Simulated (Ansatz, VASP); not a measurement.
# Cross-check of Ta2W (Ta2W in the C11b ordering) between VASP and Ansatz, part 2 of 2

Wanted: the spread between two codes on one cell, functional and k mesh. The cell is generated by rule, not measured, and may not be a known phase. The cell is taken from a series of runs on this material, whose earlier steps may have relaxed, scaled, displaced or heated it; both programs get it as it stands.

VASP 6.6.1 and Ansatz 0.2.0.

So far: Starting point; VASP: relaxation of cell and atoms, PBE, pair 1; Ansatz: relaxation of cell and atoms, PBE, pair 1; Comparison.

### 5. VASP: relaxation of cell and atoms, PBE, pair 2

Level of this step: PBE; plane waves and PAW (W, Ta_pv); invented cell (VASP).

The relaxed volume is the usual yardstick between codes: in a stiff, nearly cubic crystal its relative difference is about their pressure difference at one cell divided by the bulk modulus.

INCAR

```
SYSTEM = Ta2W
PREC = Accurate
ENCUT = 600
EDIFF = 1E-07
NELM = 120
ISMEAR = 0
SIGMA = 0.1
LREAL = .FALSE.
ALGO = Normal
GGA = PE
NBANDS = 20
LASPH = .TRUE.
LORBIT = 11
LWAVE = .FALSE.
LCHARG = .FALSE.
ISIF = 3
IBRION = 2
NSW = 80
EDIFFG = -0.005
GGA_COMPAT = .FALSE.
NELMIN = 4
KPAR = 2
```

POSCAR

```
Ta2W
1.0
    3.2547480000      0.0000000000      0.0000020000
    0.0000000000      3.2547480000      0.0000020000
    1.6273710000      1.6273710000      4.9499820000
W Ta
1 2
Direct
    0.0000000000      0.0000000000      0.0000000000
    0.6613027828      0.6613027828      0.6773944541
    0.3386973182      0.3386973182      0.3226053439
```

KPOINTS

```
Automatic mesh
0
Gamma
10 10 10
0 0 0
```

Potentials, in the order of the species: W and Ta_pv (PBE family, release 64).

The run is started by

```bash
$ mpirun -np 2 vasp_std
```

Numbers of over 12 decimals in the logs are rounded to 6 here.

Output:

```text
[... set-up lines as in an earlier step ...]
 entering main loop
       N       E                     dE             d eps       ncg     rms          rms(c)
DAV:   1     0.223494160428E+03    0.22349E+03   -0.16661E+04  4184   0.155E+03
DAV:   2    -0.283463763826E+02   -0.25184E+03   -0.24540E+03  4508   0.420E+02
DAV:   3    -0.381920446534E+02   -0.98457E+01   -0.93124E+01  5528   0.708E+01
DAV:   4    -0.384223298548E+02   -0.23029E+00   -0.22782E+00  5408   0.914E+00
[...]
DAV:  13    -0.368671215147E+02    0.17172E-05   -0.16481E-06  5192   0.979E-03    0.250E-03
DAV:  14    -0.368671213913E+02    0.12344E-06   -0.11508E-07  3140   0.258E-03    0.808E-04
DAV:  15    -0.368671213730E+02    0.18281E-07   -0.18098E-08  2884   0.105E-03
   1 F= -.36867121E+02 E0= -.36859441E+02  d E =-.368671E+02
[...]
2 F= -.36865543E+02 E0= -.36858196E+02  d E =0.157856E-02
[...]
3 F= -.36868225E+02 E0= -.36860646E+02  d E =-.110318E-02
[...]
4 F= -.36868843E+02 E0= -.36861529E+02  d E =-.618738E-03
[...]
5 F= -.36868850E+02 E0= -.36861508E+02  d E =-.625362E-03
[...]
reached required accuracy - stopping structural energy minimisation
```

From OUTCAR (step 5):

```text
  Total        0.0060111      0.0060111      0.0057018      0.0000000      0.0000000      0.0000000
  in kB        0.1841739      0.1841739      0.1746947      0.0000000      0.0000000      0.0000000
  external PRESSURE =       0.1810142 kB  Pullay stress =       0.0000000 kB

 POSITION                                       TOTAL-FORCE (eV/Angst)
 -----------------------------------------------------------------------------------
      0.00000      0.00000      0.00000         0.000000     -0.000000      0.000000
      3.25583      3.25583      3.34922         0.000000      0.000000     -0.000807
      1.62792      1.62792      1.58384        -0.000000     -0.000000      0.000807
 -----------------------------------------------------------------------------------
    total drift:                               -0.000000     -0.000000      0.000294

  FREE ENERGIE OF THE ION-ELECTRON SYSTEM (eV)
  ---------------------------------------------------
  free  energy   TOTEN  =       -36.8688499130 eV

  energy  without entropy=      -36.8541663324  energy(sigma->0) =      -36.86150812

[... 1 part as in an earlier step ...]

[... 3 further parts left out ...]
[key lines of the parts left out:]
E-fermi :   5.8825
```

### 6. Ansatz: relaxation of cell and atoms, PBE, pair 2

The same cell, functional, mesh and smearing now go to Ansatz, which takes its cutoff from its data sets.

The cell is taken from a series of runs on this material, whose earlier steps may have relaxed, scaled, displaced or heated it; both programs get it as it stands.

input.yaml

```yaml
crystal:
  lattice:
    - [3.2547478336, 0.0, 1.6632e-06]
    - [0.0, 3.2547478336, 1.6632e-06]
    - [1.6273713873, 1.6273713873, 4.94998161]
  atoms:
    - { symbol: W, position: [0.0, 0.0, 0.0] }
    - { symbol: Ta, position: [0.6613026578, 0.6613026578, 0.6773946844] }
    - { symbol: Ta, position: [0.3386973422, 0.3386973422, 0.3226053156] }
kpoints:
  mp_grid: { grid: [10, 10, 10] }
hamiltonian:
  xc: pbe
scf:
  occupations: { method: gaussian, width: 0.1 }
output:
  forces: true
  stress: true
  eigenvalues: true
  write_density: true
  write_potential: true
  elf: true
  volumetric_format: npy
relax:
  adjacent_minimum: "off"
  f_tol: 0.005
  max_steps: 80
  cell: { stress_tol: 0.05 }
```

The run is started by

```bash
$ ansatz run input.yaml --threads 4 --pin off --max-ram 8192MiB --backend cpu --events-out ev --progress --plain --runs-dir out
```

Output:

```text
[...]
Crystal: 3 atoms, lattice volume = 52.437 Å³
Basis set: ecut = 420 eV, 1013 PW (Γ), exchange–correlation on 48×48×80 points (8 copies of the dense FFT grid, shifted against one another)
Bands: 24, of which v1, the nominal top of the filled ones, is band 20 counted from 1 (19 counted from 0)
Symmetry: 16 space group operations
[...]
k-points: 102 of 1000
[...]
--- Relaxed structure (4 steps of the walk, 3 accepted, 1 SCFs on fresh bases) ---
[...]
cell:  # Å, volume = 52.4096 Å³
    - [3.258820, -4.2548990605465793e-13, 1.6652887782312998e-6]
    - [-4.254899060548544e-13, 3.258820, 1.6652887782316844e-6]
    - [1.629407, 1.629407, 4.935032]
  atoms:
    - { symbol: W, position: [0, 0, 0] }
    - { symbol: Ta, position: [0.660737, 0.660737, 0.678525] }
    - { symbol: Ta, position: [0.339263, 0.339263, 0.321475] }
[key lines of the parts left out:]
SCF converged after 5 iterations
Free energy (F): -30249.556511 eV
Fermi energy:    19.386802 eV
P = ⅓ Tr σ = 0.0050 GPa (0.050 kbar)
```

### 7. Differences

What differs besides the data sets and the points named for the pairs above, as far as they apply: the data sets hold 40 valence electrons in Ansatz (on its default PAW (the set named soft_2) files) and 28 in VASP. Total energies have different zeros and are not compared.

Compared:

| quantity | Ansatz | VASP | difference |
| --- | --- | --- | --- |
| volume (Å³) | 52.41 | 52.29 | +0.22 % |
| edge a after relaxation, in the typed setting (Å) | 3.259 | 3.256 | +0.09 % |
| edge c after relaxation, in the typed setting (Å) | 5.447 | 5.444 | +0.05 % |

### 8. What came out

```yaml
difference_in_volume_relaxation_of_cell_and_atoms_pbe_pair_1: 0.25 %
difference_in_volume_relaxation_of_cell_and_atoms_pbe_pair_2: 0.22 %
```

In words: The difference in volume is 0.25 % (relaxation of cell and atoms, PBE, pair 1), within the 1.2 % picked in this series as the mark of a large difference, as far as the stopping tolerances let one tell. The data sets hold unlike numbers of valence electrons (40 in Ansatz and 28 in VASP), so part of the differences comes from the potentials. Such differences can come from data sets, numerical settings and the points named under the comparisons, not from the functional's error against experiment.

[Lines on the potential files, build, host, timing and source positions are cut from VASP's logs without a mark.]

[Logs are printed without paths, hosts, clocks, repeated set-up lines and the standing remarks that a program may print on its own settings, such as how far it seeks lower states.]

[Hosts, paths, dates, database ids (printed as entryN), source tags and the programs' standing remarks are cut or masked in the printed files.]
